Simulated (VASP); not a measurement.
An input for Quantum ESPRESSO's pw.x (written as the equivalent of a VASP run, and not itself run):

```
&CONTROL
  calculation = 'scf'
  pseudo_dir = './pseudo'
  outdir = './out'
  tprnfor = .true.
  tstress = .true.
/
&SYSTEM
  ibrav = 0
  nat = 3
  ntyp = 2
  ecutwfc = 84
  occupations = 'smearing'
  smearing = 'methfessel-paxton'
  degauss = 0.00735
  input_dft = 'pbesol'
/
&ELECTRONS
  conv_thr = 7.3e-09
  electron_maxstep = 100
/
ATOMIC_SPECIES
  Al 26.982 Al.upf
  Pt 195.084 Pt.upf
CELL_PARAMETERS angstrom
     0.0000000    2.9618776    2.9471419
     2.9618776    0.0000000    2.9471419
     2.9618776    2.9618776    0.0000000
ATOMIC_POSITIONS crystal
  Al   0.2500000  0.2500000  0.2500000
  Al   0.7500000  0.7500000  0.7500000
  Pt   0.0000000  0.0000000  0.0000000
K_POINTS automatic
  8 8 8 0 0 0
```

**Question.** Translate this input to VASP (INCAR, KPOINTS, POSCAR, choice of POTCAR).

**Answer.** This is not unique; one that fits is 
### INCAR
```
# general
SYSTEM  = PtAl2
PREC    = Accurate
ENCUT   = 480
LREAL   = .FALSE.
LASPH   = .TRUE.

# electronic loop
EDIFF   = 1E-7
NELM    = 100
ALGO    = Normal
LMAXMIX = 6

# smearing
ISMEAR  = 1
SIGMA   = 0.1

# functional
GGA     = PS

# ions
ISIF    = 2

# output
LWAVE   = .FALSE.
LCHARG  = .FALSE.
```

### KPOINTS
```
kpoints
0
G
  8 8 8
```

**POSCAR**
```
PtAl2
2.9618780
  0.0000000000   0.9999998549   0.9950247313
  0.9999998549   0.0000000000   0.9950247313
  0.9999998549   0.9999998549   0.0000000000
Al Pt
2 1
Direct
  0.2500000000   0.2500000000   0.2500000000
  0.7500000000   0.7500000000   0.7500000000
  0.0000000000   0.0000000000   0.0000000000
```

POTCAR, in this order: Al Pt (PBE.64 set). Program: vasp_std.

What does not carry over: the potentials are each code's own (VASP's PAW set, PseudoDojo norm-conserving files in pw.x), so ENCUT and ecutwfc are chosen apart and not converted; conv_thr bounds pw.x's estimated SCF error, while EDIFF bounds the energy change between steps.

The compound is PtAl2 in the fluorite structure. This cell was strained or had an atom moved on purpose.
